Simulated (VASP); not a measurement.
VASP runs on HfN (space group Fm-3m) share one base input (LDA (Ceperley-Alder, Perdew-Zunger), plane waves, VASP's LDA PAW potentials (set 64)) and change the settings named in each case.

INCAR:
```
ALGO=Normal
EDIFF=1E-6
ENCUT=400
ISIF=2
ISMEAR=-1
LASPH=T
LCHARG=F
LMAXMIX=6
LREAL=F
LWAVE=F
NELM=100
PREC=Accurate
SIGMA=0.1
SYSTEM=HfN
```

File KPOINTS:
```
Automatic
0
G
16 16 16
0 0 0
```

POSCAR:
```
HfN
1
    0.0000000000     2.2676840000     2.2676840000
    2.2676840000     0.0000000000     2.2676840000
    2.2676840000     2.2676840000     0.0000000000
Hf N
1 1
Direct
  0.0000000000   0.0000000000   0.0000000000
  0.5000000000   0.5000000000   0.5000000000
```

POTCAR, in this order: Hf_pv N (LDA.64 set). Program: vasp_std.

| change | E(σ→0) (eV/atom) | pressure (GPa) | −TS (eV) |
|---|---|---|---|
| base run | -11.9112 | -16.58 | -0.0194 |
| GGA = PS, POTCAR Hf_pv N (PBE.64 set) | -11.4889 | -11.28 | -0.0193 |
| GGA_COMPAT = .FALSE., LNONCOLLINEAR = .TRUE., LSORBIT = .TRUE., MAGMOM = 0.0 0.0 0.0 0.0 0.0 0.0, program vasp_ncl | -12.2474 | … | -0.0193 |
| KPOINTS 1×1×1 Γ-centred mesh | -2.4578 | 89.68 | -0.6074 |
| LDAU = .TRUE., LDAUJ = 0 0, LDAUL = 2 -1, LDAUTYPE = 2, LDAUU = 1.0 0 | -11.5426 | -12.88 | -0.0193 |

Question: Some entries are withheld; supply them.

Answer: 
- GGA_COMPAT = .FALSE., LNONCOLLINEAR = .TRUE., LSORBIT = .TRUE., MAGMOM = 0.0 0.0 0.0 0.0 0.0 0.0, program vasp_ncl, pressure (GPa): -16.42

Energies of different potentials or functionals have different zeros.  Unless said otherwise, spin-orbit coupling is left out, though it shifts the bands of the heavy elements here. At 400 eV the pressure can carry a Pulay error.

Left out are runs that ran out of time, are held back, or changed the cell or the kind of run, fixed moments of cells without a moment, rows past the twelfth, gaps on odd meshes, pressures of charged cells and columns that move by less than the noise.

The structure is a typed HfN crystal. The cell was not relaxed at this level, its lattice was scaled by up to 2.5 %.
